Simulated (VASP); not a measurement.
Data:

```yaml
crystal:
  lattice:
    - [-2.09869, 2.09869, 5.67536]
    - [2.09869, -2.09869, 5.67536]
    - [2.09869, 2.09869, -5.67536]
  atoms:
    - { symbol: Ba, position: [0.00000, 0.00000, 0.00000] }
    - { symbol: Cu, position: [0.25000, 0.75000, 0.50000] }
    - { symbol: Cu, position: [0.75000, 0.25000, 0.50000] }
    - { symbol: As, position: [0.63923, 0.63923, 0.00000] }
    - { symbol: As, position: [0.36077, 0.36077, 0.00000] }
```

These are PBEsol GGA, VASP's PBE PAW potentials (set 64) (plane waves; VASP 6.6.1) values and carry that method's errors. Settings: 400 eV cut-off, Gaussian smearing of 0.050 eV, potentials Ba_sv Cu As.

Q: Give the energies of bands 11 to 24 at the high-symmetry points, in eV from the Fermi level.

A: 
| band | Γ | X | P | N | M | S | R |
|---|---|---|---|---|---|---|---|
| 11 | -3.67 | -3.58 | -3.63 | -3.78 | -3.67 | -3.89 | -3.51 |
| 12 | -3.48 | -3.31 | -3.32 | -3.60 | -3.47 | -3.53 | -3.29 |
| 13 | -3.48 | -3.27 | -3.23 | -3.18 | -3.47 | -3.28 | -3.28 |
| 14 | -2.93 | -3.17 | -3.23 | -3.13 | -3.05 | -3.11 | -3.17 |
| 15 | -2.76 | -3.07 | -3.04 | -3.12 | -2.76 | -3.06 | -3.10 |
| 16 | -2.68 | -2.86 | -2.86 | -3.08 | -2.37 | -3.03 | -2.92 |
| 17 | -2.37 | -2.85 | -2.86 | -2.88 | -1.86 | -2.97 | -2.86 |
| 18 | -2.15 | -2.28 | -2.13 | -2.62 | -1.86 | -2.25 | -2.13 |
| 19 | -2.15 | -2.11 | -2.13 | -0.90 | -1.16 | -1.00 | -2.11 |
| 20 | 0.34 | -2.05 | -1.85 | -0.50 | -0.85 | -0.99 | -2.04 |
| 21 | 0.62 | -1.54 | -1.85 | -0.08 | 0.16 | 0.30 | -1.64 |
| 22 | 0.62 | -0.82 | -1.06 | 0.06 | 0.81 | 0.82 | -0.78 |
| 23 | 1.94 | 2.94 | 4.17 | 1.82 | 0.81 | 1.77 | 3.07 |
| 24 | 2.16 | 4.39 | 4.53 | 3.07 | 1.57 | 2.06 | 4.24 |

It has no gap at this level: it comes out as a metal or semimetal.

The structure comes from a computed database's BaCu2As2 entry (I4/mmm); how it stands against other phases isn't given here. It was relaxed first.
